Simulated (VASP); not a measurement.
```
WP
1.0
    1.91711    -5.06603     0.00000
    1.91711     5.06603     0.00000
    0.00000     0.00000     3.77808
P W
2 2
Direct
  0.56400   0.43600   0.25000
  0.43600   0.56400   0.75000
  0.85475   0.14525   0.25000
  0.14525   0.85475   0.75000
```

The base run (VASP): PBE GGA, plane waves, VASP's PBE PAW potentials (set 64). Numerical set-up: 400 eV cut-off, 6×6×5 Γ-centred mesh, Gaussian smearing of 0.050 eV, potentials P W_sv.

The base run took about 60 core-seconds. Times come from single runs on busy shared machines, so they are rough: good to a factor of about 2.

Pressures at a finite cut-off, here 400 eV, hold a Pulay part, which wasn't tested here.

| setting | cost over the base run | electronic steps | pressure (GPa) |
|---|---|---|---|
| base run | reference | 13 | -28.14 |
| LDAU = .TRUE., LDAUJ = 0 0, LDAUL = -1 2, LDAUTYPE = 2, LDAUU = 0 2.0 | within a factor of 2 | 13 | -27.12 |
| LDAU = .TRUE., LDAUJ = 0 0, LDAUL = -1 2, LDAUTYPE = 2, LDAUU = 0 3.0 | within a factor of 2 | 15 | -26.57 |
| LDAU = .TRUE., LDAUJ = 0 0, LDAUL = -1 2, LDAUTYPE = 2, LDAUU = 0 1.0 | within a factor of 2 | 13 | -27.63 |
| LDAU = .TRUE., LDAUJ = 0 0, LDAUL = -1 2, LDAUTYPE = 2, LDAUU = 0 4.0 | within a factor of 2 | 17 | -25.97 |
| LDAU = .TRUE., LDAUJ = 0 0, LDAUL = -1 2, LDAUTYPE = 2, LDAUU = 0 5.0 | about 2 times | 21 | -25.26 |
| LDAU = .TRUE., LDAUJ = 0 0, LDAUL = -1 2, LDAUTYPE = 2, LDAUU = 0 5.0, LMAXMIX = 2 | about 2 times | 28 | -25.25 |
| LDAU = .TRUE., LDAUJ = 0 0, LDAUL = -1 2, LDAUTYPE = 2, LDAUU = 0 6.0 | about 3 times | 26 | -23.86 |
| LDAU = .TRUE., LDAUJ = 0 0, LDAUL = -1 2, LDAUTYPE = 2, LDAUU = 0 8.0 | (withheld) | (withheld) | (withheld) |

Task: Complete the blanks.

Result: 
- LDAU = .TRUE., LDAUJ = 0 0, LDAUL = -1 2, LDAUTYPE = 2, LDAUU = 0 8.0, cost over the base run: about 4 times
- LDAU = .TRUE., LDAUJ = 0 0, LDAUL = -1 2, LDAUTYPE = 2, LDAUU = 0 8.0, electronic steps: 34
- LDAU = .TRUE., LDAUJ = 0 0, LDAUL = -1 2, LDAUTYPE = 2, LDAUU = 0 8.0, pressure (GPa): -21.55

Left out are runs that failed, have no time on record or changed the cell.

The structure was generated: PW was put into the CrB type (Cmcm), which need not be its known phase. The cell was not relaxed at this level.
